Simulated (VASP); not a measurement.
# A VASP study of Bi2Pd3Se2 (optB86b-vdW): structure first, properties next

How well does optB86b-vdW reproduce what experiment finds for Bi2Pd3Se2? The cell is relaxed first, and properties follow on it. The steps: full relaxation (optB86b-vdW), second relaxation, single point with fields (optB86b-vdW), bands along the symmetry lines (optB86b-vdW), density of states (optB86b-vdW) and electric field gradients (optB86b-vdW). The start is a computed cell from the Materials Project.

Calculated with VASP 6.6.1; optB86b-vdW; plane waves and PAW (Bi_d, Pd, Se).

The experiments to compare with:

“Fermi Surface Topology and Magneto-transport Properties of Superconducting Pd3Bi2Se2” (2024, arxiv:2408.06298) reports for Pd3Bi2Se2, monoclinic parkerite-type, by single-crystal XRD (self-flux grown single crystal, 296 K): lattice constant a (a, conventional C-centred cell) 11.7403 ± 0.0008 Å; lattice constant b (b, conventional C-centred cell) 8.4339 ± 0.0006 Å; lattice constant c (c, conventional C-centred cell) 8.4163 ± 0.0006 Å.

Most raw output is cut from this account.

**1. Set-up**

Before any relaxation, the start is as follows. It takes space group C2/m (No. 12, monoclinic). The conventional cell has a = 11.885 Å, b = 8.534 Å, c = 8.496 Å, α = 90.00°, β = 133.55°, γ = 90.00°. Nearest to Bi lie 3 Pd at 2.78 to 2.83 Å. Bi has 3 Pd at 2.90 to 2.93 Å nearest. Nearest to Pd lie 2 Se at 2.47 Å. Pd has 2 Se at 2.46 Å nearest. Nearest to Pd lie 2 Se at 2.46 Å. Nearest to Se lie 3 Pd at 2.46 to 2.47 Å. Farther neighbours and most contacts between anions are not listed.

Coordinates:

```xyz
14
Lattice="5.9424 -4.2670 0.0000 5.9424 4.2670 0.0000 -5.8540 0.0000 6.1580" Properties=species:S:1:pos:R:3 pbc="T T T"
Bi    1.4201    0.0000    1.6250
Bi    4.6107    0.0000    4.5330
Bi   -1.5981    0.0000    4.2230
Bi    7.6289    0.0000    1.9350
Pd    0.0442   -2.1335    3.0790
Pd    0.0442    2.1335    3.0790
Pd   -4.3864    0.0000    5.0040
Pd   10.4173    0.0000    1.1540
Pd    3.0154    1.8332    3.0790
Pd    3.0154   -1.8332    3.0790
Se    1.5181    1.8028    5.0365
Se    1.5181   -1.8028    5.0365
Se    4.5127   -1.8028    1.1215
Se    4.5127    1.8028    1.1215
```

**2. Full relaxation (optB86b-vdW)**

The start need not lie at this functional's minimum. ISIF = 3 frees volume, shape and positions, and EDIFFG sets the threshold on forces and stress at which the search stops. optB86b-vdW pairs nonlocal correlation with a less repulsive exchange of B86b form. LUSE_VDW switches on a nonlocal correlation term for dispersion.

INCAR

```
SYSTEM = Bi2Pd3Se2
PREC = Accurate
ENCUT = 400
EDIFF = 1E-06
NELM = 100
ISMEAR = 0
SIGMA = 0.05
LREAL = .FALSE.
ALGO = Normal
GGA = MK
AGGAC = 0
LUSE_VDW = .TRUE.
PARAM1 = 0.1234
PARAM2 = 1
LASPH = .TRUE.
NBANDS = 89
LORBIT = 11
LWAVE = .FALSE.
LCHARG = .FALSE.
KPAR = 2
NCORE = 4
IBRION = 2
NSW = 60
ISIF = 3
EDIFFG = -0.01
```

POSCAR

```
Bi2Pd3Se2
1.0
    5.9424086134     -4.2670270400      0.0000000000
    5.9424086134      4.2670270400      0.0000000000
   -5.8540119792      0.0000000000      6.1579774835
Bi Pd Se
4 6 4
Direct
    0.2494647500      0.2494647500      0.2638798200
    0.7505352500      0.7505352500      0.7361201800
    0.2033231400      0.2033231400      0.6857790600
    0.7966768600      0.7966768600      0.3142209400
    0.5000000000      0.0000000000      0.5000000000
    0.0000000000      0.5000000000      0.5000000000
    0.0311779900      0.0311779900      0.8126035800
    0.9688220100      0.9688220100      0.1873964200
    0.2851847000      0.7148153000      0.5000000000
    0.7148153000      0.2851847000      0.5000000000
    0.3193462300      0.7418387900      0.8178831500
    0.7418387900      0.3193462300      0.8178831500
    0.6806537700      0.2581612100      0.1821168500
    0.2581612100      0.6806537700      0.1821168500
```

KPOINTS

```
Automatic mesh
0
Gamma
3 3 3
0 0 0
```

Potentials, in the order of the species: Bi_d, Pd and Se (PBE family, release 64).

Run with:

```console
> mpirun -np 8 vasp_std
```

Elapsed: 26 min, on 8 MPI ranks of Intel Xeon 6975P-C (Granite Rapids), shared host; peak memory 3.4 GiB.

The k-mesh is coarse for a metal. The PAW data sets were made with PBE, which is usual practice but a small mismatch for other functionals. The run keeps the 4 symmetry operations of its start, so it cannot find a distortion of lower symmetry.

The steps of the relaxation (22 of 35):

```
step  energy less that of the first step (eV)  largest force (eV/Å)  pressure (GPa)  volume (Å³)
   1                                   0.0000                0.4394           -0.26       312.29
   3                                  -0.0706                0.1621           -0.44       306.74
   4                                  -0.0700                0.1247            1.05       301.37
   6                                  -0.0825                0.0953           -0.18       305.40
   7                                  -0.0826                0.0868           -0.13       305.23
   9                                  -0.0869                0.0728            0.25       304.61
  11                                  -0.0899                0.0435           -0.18       306.10
  12                                  -0.0900                0.0440           -0.14       305.90
  14                                  -0.0915                0.0627            0.13       304.80
  16                                  -0.0931                0.0377           -0.03       304.77
  17                                  -0.0933                0.0430           -0.08       304.75
  19                                  -0.0940                0.0432            0.07       304.10
  20                                  -0.0943                0.0370            0.03       304.19
  22                                  -0.0948                0.0399           -0.08       304.36
  24                                  -0.0953                0.0388            0.11       303.71
  25                                  -0.0955                0.0284            0.05       303.90
  27                                  -0.0959                0.0209           -0.08       304.32
  29                                  -0.0963                0.0135            0.02       304.11
  30                                  -0.0963                0.0168            0.05       304.07
  32                                  -0.0965                0.0140           -0.02       304.27
  33                                  -0.0965                0.0121           -0.01       304.22
  35                                  -0.0966                0.0098            0.02       304.08
```

```
     cell as run  before   after  change
           a (Å)   7.316   7.281  -0.5 %
           b (Å)   7.316   7.281  -0.5 %
           c (Å)   8.496   8.446  -0.6 %
           α (°)  124.03  124.51  +0.4 %
           β (°)  124.03  124.51  +0.4 %
           γ (°)   71.36   71.16  -0.3 %
volume (Å³/atom)   22.31   21.72  -2.6 %
```

The atoms that moved most (Å, as changes of fractional coordinates times the final cell):

```
atom      dx      dy      dz  length
 Bi4  -0.086   0.000  -0.089   0.124
 Bi3   0.086   0.000   0.089   0.124
 Pd9   0.000   0.098   0.000   0.098
Pd10   0.000  -0.098   0.000   0.098
Se14  -0.011  -0.027  -0.059   0.066
Se13  -0.011   0.027  -0.059   0.066
Se11   0.011  -0.027   0.059   0.066
Se12   0.011   0.027   0.059   0.066
```

The relaxed structure:

```xyz
14
Lattice="5.9219 -4.2368 -0.0244 5.9219 4.2368 -0.0244 -5.8586 0.0000 6.0838" Properties=species:S:1:pos:R:3 pbc="T T T"
Bi    1.4540    0.0000    1.5913
Bi    4.5311    0.0000    4.4438
Bi   -1.5239    0.0000    4.2512
Bi    7.5090    0.0000    1.7839
Pd    0.0316   -2.1184    3.0297
Pd    0.0316    2.1184    3.0297
Pd   -4.4016    0.0000    4.8923
Pd   10.3868    0.0000    1.1428
Pd    2.9926    1.9182    3.0176
Pd    2.9926   -1.9182    3.0176
Se    1.5038    1.7635    5.0095
Se    1.5038   -1.7635    5.0095
Se    4.4813   -1.7635    1.0256
Se    4.4813    1.7635    1.0256
```

This step gave:

```
electrons                              : 144
bands                                  : 89
irreducible k-points                   : 10
symmetry operations                    : 4
free energy (TOTEN)                    : -30.03 eV
energy at zero smearing                : -30.02 eV
Fermi energy                           : 7.556 eV
pressure                               : 0.02248 GPa
metallic, judged on the points sampled : yes
SCF cycles over all ionic steps        : 256
```

It ends with a largest force of 0.010 eV/Å and a pressure of 0.02 GPa.

**3. Second relaxation**

The basis stayed that of the start cell while the cell moved. A rerun from the cell reached resets it; the error of the finite cutoff stays.

INCAR is that of step 2.

POSCAR

```
Bi2Pd3Se2
1.0
    5.9218785065     -4.2368368743     -0.0243505829
    5.9218785065      4.2368368743     -0.0243505829
   -5.8586169480      0.0000000000      6.0838125213
Bi Pd Se
4 6 4
Direct
    0.2531546568      0.2531546568      0.2635928895
    0.7468453432      0.7468453432      0.7364071105
    0.2178481479      0.2178481479      0.7005106131
    0.7821518521      0.7821518521      0.2994893869
    0.5000000000      0.0000000000      0.5000000000
    0.0000000000      0.5000000000      0.5000000000
    0.0262395869      0.0262395869      0.8043555069
    0.9737604131      0.9737604131      0.1956444931
    0.2736250490      0.7263749510      0.5000000000
    0.7263749510      0.2736250490      0.5000000000
    0.3282845006      0.7445173502      0.8277055258
    0.7445173502      0.3282845006      0.8277055258
    0.6717154994      0.2554826498      0.1722944742
    0.2554826498      0.6717154994      0.1722944742
```

KPOINTS is that of step 2.

Run with:

```console
> mpirun -np 8 vasp_std
```

Wall time 78 s (8 MPI ranks); peak memory 3.4 GiB; 10 min of CPU time.

Little changed from the start: no atom moved by 0.005 Å and no cell edge by 0.1 %.

Numbers from this step:

```
free energy (TOTEN)             : -30.02 eV
energy at zero smearing         : -30.01 eV
pressure                        : -0.02375 GPa
SCF cycles over all ionic steps : 15
```

It ends with a largest force of 0.010 eV/Å and a pressure of -0.02 GPa. The volume moved by under 0.01 %: the run met its threshold at the first step.

**4. Single point with fields (optB86b-vdW)**

A single point on the relaxed cell gives a clean self-consistent state, with density, ELF and potential written out.

INCAR: that of step 3 with these lines changed.

```diff
@@ -18,8 +18,6 @@
 LWAVE = .FALSE.
-LCHARG = .FALSE.
-KPAR = 2
+LCHARG = .TRUE.
 NCORE = 4
-IBRION = 2
-NSW = 60
-ISIF = 3
-EDIFFG = -0.01
+ISIF = 2
+LELF = .TRUE.
+LVHAR = .TRUE.
```

POSCAR is that of step 3.

KPOINTS is that of step 3.

Run with:

```console
> mpirun -np 8 vasp_std
```

Run time: 56 s. Hardware: 8 MPI ranks; peak memory 2.3 GiB.

Numbers from this step:

```yaml
scf_cycles: 15
bands: 90
pressure: -0.02338 GPa
```

Valence electrons inside each PAW sphere by angular momentum. Sphere charges, by row:

```
atom  s (e)  p (e)  d (e)  tot (e)
 Bi1  1.534  1.253  9.947    12.73
 Bi2  1.534  1.253  9.947    12.73
 Bi3  1.553  1.208   9.94     12.7
 Bi4  1.553  1.208   9.94     12.7
 Pd5  0.443   0.47  8.599    9.513
 Pd6  0.443   0.47  8.599    9.513
 Pd7  0.452  0.443  8.599    9.494
 Pd8  0.452  0.443  8.599    9.494
 Pd9  0.448  0.466  8.605    9.519
Pd10  0.448  0.466  8.605    9.519
Se11   1.48  2.251  0.057    3.789
Se12   1.48  2.251  0.057    3.789
Se13   1.48  2.251  0.057    3.789
Se14   1.48  2.251  0.057    3.789
```

Valence density in the ac plane of the conventional cell at fractional y = 0.000, with atoms of Bi and Pd within 0.2 Å of it. It is the smooth field of the valence electrons, not physical close to the nuclei.

Values in units of 1e0 e/Å³, 12 rows by 16 columns, each cell a mean:
```
0.4 0.9 0.5 0.1 0.1 0.1 0.1 0.0 0.0 0.1 0.1 0.1 0.2 0.4 0.3 0.1
2.9 2.7 0.4 0.3 0.7 0.5 0.1 0.0 0.1 0.1 0.1 0.3 1.4 1.3 0.3 0.5
4.7 1.3 0.4 2.7 3.8 0.7 0.1 0.1 0.1 0.1 0.2 2.9 6.6 1.7 0.3 2.1
1.2 0.3 2.2 8.1 3.2 0.2 0.1 0.0 0.1 0.1 1.1 6.4 4.2 0.4 0.5 1.7
0.2 0.4 3.1 3.1 0.4 0.1 0.0 0.0 0.1 0.2 1.2 1.9 0.4 0.1 0.3 0.3
0.1 0.4 0.7 0.3 0.1 0.1 0.1 0.1 0.1 0.2 0.3 0.2 0.1 0.2 0.2 0.2
0.1 0.2 0.2 0.1 0.2 0.4 0.3 0.1 0.1 0.1 0.1 0.1 0.3 1.0 0.6 0.2
0.5 0.4 0.2 0.5 2.7 2.0 0.3 0.1 0.0 0.0 0.1 0.4 3.8 4.5 0.7 0.2
2.5 0.7 0.4 4.0 7.6 1.6 0.1 0.1 0.1 0.1 0.2 2.6 8.0 2.6 0.3 1.4
2.6 0.4 1.1 5.2 2.8 0.2 0.1 0.1 0.1 0.1 0.4 2.5 2.2 0.4 1.1 4.7
0.5 0.2 0.8 1.0 0.2 0.1 0.1 0.1 0.0 0.1 0.3 0.5 0.2 0.3 1.9 2.5
0.1 0.2 0.3 0.2 0.1 0.1 0.1 0.0 0.0 0.1 0.1 0.1 0.1 0.3 0.6 0.3
```
Columns run along a (11.8 Å), rows up along c (8.4 Å), edges of the conventional cell, whose origin can differ from the input's. Atoms in or near the plane, at fractional coordinates: Bi at (0.25, 0.26), Bi at (0.75, 0.74), Bi at (0.22, 0.70), Bi at (0.78, 0.30), Pd at (0.03, 0.80), Pd at (0.97, 0.20).

ELF in the ac plane of the conventional cell at fractional y = 0.000, with atoms of Bi and Pd within 0.2 Å of it. It is the smooth field of the valence electrons, not physical close to the nuclei.

Values, 12 rows by 16 columns, each cell a mean:
```
0.23 0.23 0.28 0.21 0.20 0.27 0.20 0.05 0.05 0.07 0.06 0.09 0.30 0.39 0.33 0.20
0.10 0.10 0.26 0.34 0.51 0.51 0.27 0.06 0.08 0.07 0.07 0.30 0.48 0.52 0.34 0.24
0.02 0.19 0.34 0.44 0.41 0.49 0.15 0.06 0.07 0.07 0.26 0.43 0.31 0.44 0.28 0.14
0.20 0.29 0.42 0.37 0.42 0.30 0.06 0.05 0.05 0.17 0.45 0.31 0.39 0.34 0.25 0.15
0.23 0.37 0.39 0.39 0.35 0.11 0.04 0.05 0.10 0.30 0.51 0.45 0.35 0.21 0.22 0.23
0.23 0.34 0.42 0.31 0.16 0.14 0.15 0.13 0.15 0.28 0.36 0.27 0.20 0.24 0.27 0.23
0.22 0.25 0.23 0.21 0.30 0.42 0.34 0.18 0.11 0.10 0.10 0.15 0.33 0.45 0.41 0.25
0.23 0.23 0.22 0.36 0.41 0.49 0.35 0.11 0.04 0.04 0.10 0.35 0.39 0.32 0.41 0.24
0.09 0.24 0.33 0.39 0.34 0.45 0.19 0.06 0.05 0.06 0.27 0.44 0.38 0.41 0.30 0.19
0.11 0.27 0.46 0.32 0.43 0.27 0.07 0.08 0.07 0.12 0.46 0.49 0.46 0.35 0.21 0.02
0.23 0.30 0.50 0.49 0.30 0.07 0.07 0.08 0.05 0.20 0.45 0.48 0.32 0.26 0.16 0.12
0.18 0.29 0.34 0.29 0.10 0.06 0.08 0.05 0.04 0.13 0.20 0.15 0.18 0.28 0.26 0.23
```
Columns run along a (11.8 Å), rows up along c (8.4 Å), edges of the conventional cell, whose origin can differ from the input's. Atoms in or near the plane, at fractional coordinates: Bi at (0.25, 0.26), Bi at (0.75, 0.74), Bi at (0.22, 0.70), Bi at (0.78, 0.30), Pd at (0.03, 0.80), Pd at (0.97, 0.20).

Electrostatic potential energy in the ac plane of the conventional cell at fractional y = 0.000, with atoms of Bi and Pd within 0.2 Å of it. With pseudopotentials it is smooth inside the atoms' cores, unlike the true potential.

Values in eV, 12 rows by 16 columns, each cell a mean:
```
 -5 -21  -7   2   1   0   1   3   4   3   3   3   0  -4  -2   2
-51 -51  -6  -3 -19 -11   0   3   3   3   3  -4 -35 -37  -4  -8
-66 -27  -7 -54 -74 -19   2   3   3   3  -3 -54 -91 -41  -4 -42
-24  -4 -47 -94 -60  -3   3   4   4   1 -29 -90 -68  -8  -8 -40
  0 -11 -67 -60 -10   2   3   3   3  -2 -34 -46 -10   1  -2  -4
  1  -8 -19  -4   2   2   1   2   2  -1  -5  -2   2   0  -2   0
  1  -1   0   2  -3 -11  -3   2   3   2   2   2  -7 -30 -16   0
 -8  -6   1 -11 -56 -51  -5   3   4   4   3  -9 -65 -80 -18   0
-50 -15  -7 -67 -94 -37   1   3   4   3  -2 -53 -94 -52  -5 -28
-47  -5 -30 -85 -53  -4   3   3   3   2 -10 -59 -48  -6 -24 -67
 -8  -2 -21 -26  -3   3   3   3   3   1  -5 -11  -2  -3 -41 -46
  2  -1  -3   1   3   3   3   3   3   2   1   2   3  -2 -13  -3
```
Columns run along a (11.8 Å; values clipped at the 3rd and 97th percentile), rows up along c (8.4 Å), edges of the conventional cell, whose origin can differ from the input's. Atoms in or near the plane, at fractional coordinates: Bi at (0.25, 0.26), Bi at (0.75, 0.74), Bi at (0.22, 0.70), Bi at (0.78, 0.30), Pd at (0.03, 0.80), Pd at (0.97, 0.20).

In this run the pressure is -0.02 GPa, small enough to go on; single stress components reach 0.04 GPa.

**5. Bands along the symmetry lines (optB86b-vdW)**

The mesh alone shows little of the dispersion and can miss band extrema, so KPOINTS_OPT adds a path through the symmetry points after the self-consistent cycle.

INCAR: that of step 4 with these lines changed.

```diff
@@ -15,9 +15,7 @@
 LASPH = .TRUE.
-NBANDS = 89
+NBANDS = 107
 LORBIT = 11
 LWAVE = .FALSE.
-LCHARG = .TRUE.
+LCHARG = .FALSE.
+KPAR = 2
 NCORE = 4
-ISIF = 2
-LELF = .TRUE.
-LVHAR = .TRUE.
```

POSCAR is that of step 4.

KPOINTS is that of step 4.

KPOINTS_OPT

```
Line mode
12
Line-mode
Reciprocal
  0.00000000  -0.50000000   0.50000000 X
  0.00000000   0.00000000   0.00000000 GAMMA

  0.00000000   0.00000000   0.00000000 GAMMA
 -0.50000000   0.00000000   0.00000000 Y

 -0.50000000  -0.50000000   0.50000000 L
  0.00000000   0.00000000   0.00000000 GAMMA

  0.00000000   0.00000000   0.00000000 GAMMA
  0.50000000   0.00000000  -0.50000000 Z

  0.50000000  -0.50000000   0.00000000 N
  0.00000000   0.00000000   0.00000000 GAMMA

  0.00000000   0.00000000   0.00000000 GAMMA
  0.00000000   0.00000000  -0.50000000 M

  0.00000000  -0.50000000   0.00000000 R
  0.00000000   0.00000000   0.00000000 GAMMA
```

Run with:

```console
> mpirun -np 8 vasp_std
```

Wall time 3.5 min (8 MPI ranks); peak memory 3.5 GiB; 28 min of CPU time.

Spin-orbit coupling is off here; it can split and shift levels that hold much weight on Bi and Pd by tenths of an eV or more.

This step gave:

| Property | Result |
| --- | --- |
| bands | 107 |
| pressure | -0.01962 GPa |

Electronic bands along the path, in eV, zero at the Fermi level; # counts the bands kept in this run:

```
          point    #40    #41    #42    #43    #44    #45    #46   #47
              X  -1.35  -1.27  -0.84  -0.56  -0.50  -0.15  -0.09  0.70
0.55 of the way  -1.18  -1.12  -0.66  -0.15   0.27   0.47   0.92  1.05
              Γ  -1.00  -0.96  -0.33   0.75   0.95   1.01   1.14  1.22
0.55 of the way  -1.14  -1.01  -0.66  -0.38   0.04   0.41   0.72  1.04
              Y  -1.32  -0.98  -0.84  -0.61  -0.50  -0.27   0.14  0.95
      jump to L  -1.40  -1.18  -1.07  -0.84   0.14   0.16   0.39  0.51
0.45 of the way  -1.38  -0.93  -0.60  -0.21   0.08   0.63   0.76  1.01
              Γ  -1.00  -0.96  -0.33   0.75   0.95   1.01   1.14  1.22
0.45 of the way  -1.18  -1.12  -0.66  -0.15   0.27   0.47   0.92  1.05
              Z  -1.35  -1.27  -0.84  -0.56  -0.50  -0.15  -0.09  0.70
      jump to N  -1.39  -1.36  -1.21  -1.01  -0.85  -0.59   0.30  0.40
0.45 of the way  -1.25  -1.25  -0.99  -0.88  -0.75   0.16   0.58  0.72
              Γ  -1.00  -0.96  -0.33   0.75   0.95   1.01   1.14  1.22
0.55 of the way  -1.27  -0.88  -0.50  -0.48  -0.15   0.42   0.59  0.98
              M  -1.15  -1.11  -0.75  -0.69  -0.58  -0.18   0.21  0.84
      jump to R  -1.32  -0.98  -0.84  -0.61  -0.50  -0.27   0.14  0.95
0.45 of the way  -1.14  -1.01  -0.66  -0.38   0.04   0.41   0.72  1.04
              Γ  -1.00  -0.96  -0.33   0.75   0.95   1.01   1.14  1.22
```

Of the projections kept (Bi, Pd, Se), the largest for each band there, as a share of the weight inside these atoms' spheres; weight between the spheres isn't counted:

```
point      #40      #41      #42      #43      #44      #45      #46      #47
    X  Pd 0.74  Pd 0.75  Pd 0.70  Pd 0.68  Pd 0.65  Bi 0.40  Pd 0.57  Pd 0.51
    Γ  Se 0.54  Pd 0.52  Pd 0.54  Bi 0.49  Bi 0.45  Pd 0.43  Pd 0.44  Bi 0.53
    Y  Pd 0.72  Pd 0.62  Pd 0.65  Pd 0.67  Pd 0.62  Pd 0.46  Pd 0.50  Bi 0.35
    L  Pd 0.54  Pd 0.65  Pd 0.72  Pd 0.53  Pd 0.60  Pd 0.70  Pd 0.47  Bi 0.44
    Γ  Se 0.54  Pd 0.52  Pd 0.54  Bi 0.49  Bi 0.45  Pd 0.43  Pd 0.44  Bi 0.53
    Z  Pd 0.74  Pd 0.75  Pd 0.70  Pd 0.68  Pd 0.65  Bi 0.40  Pd 0.57  Pd 0.51
```

There is no gap at this level.

[end of part 1 of 2]

[Lines on the potential files, build, host, timing and source positions are cut from VASP's logs without a mark.]

[Logs are printed without paths, hosts, clocks, repeated set-up lines and the standing remarks that a program may print on its own settings, such as how far it seeks lower states.]

[Hosts, paths, dates, database ids (printed as entryN), source tags and the programs' standing remarks are cut or masked in the printed files.]

[A measured line is paired with the nearest computed mode of its activity, which favours agreement.]

[In band tables of VASP the shares of atoms and orbitals are scaled to a sum of 1 inside the atoms' spheres.]
